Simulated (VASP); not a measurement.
Here is the system:

```
CELL_PARAMETERS angstrom
      4.52940     0.00000     0.00000
      0.00000     4.52940     0.00000
      0.00000     0.00000     6.31367
ATOMIC_POSITIONS crystal
  Tl 0.00000 0.00000 0.00000
  Bi 0.50000 0.50000 0.50000
  Te 0.00000 0.00000 0.50000
  Te 0.50000 0.50000 0.00000
```

Computed with PBEsol GGA with spin-orbit coupling, VASP's PBE PAW potentials (set 64) (plane waves; VASP). Run with 400 eV cut-off, 5×5×3 Γ-centred mesh, Gaussian smearing of 0.050 eV, potentials Tl_d Bi_d Te.

Question: Predict the energy per atom (σ→0), band gap (over mesh and band path) with the smallest direct gap where there is one.

Answer: 
```
Item                                                    Value
---------------------------------------------  --------------
band gap (over mesh and band path)                    0.05 eV
smallest direct gap (over mesh and band path)         0.35 eV
energy per atom (σ→0)                          -4.002 eV/atom
```

The absolute energy has meaning only against runs of the same code, potentials and settings.

The structure comes from a computed database's TlBiTe2 entry (P4/mmm); how it stands against other phases isn't given here. It was relaxed first, which changed the volume by -5 %.
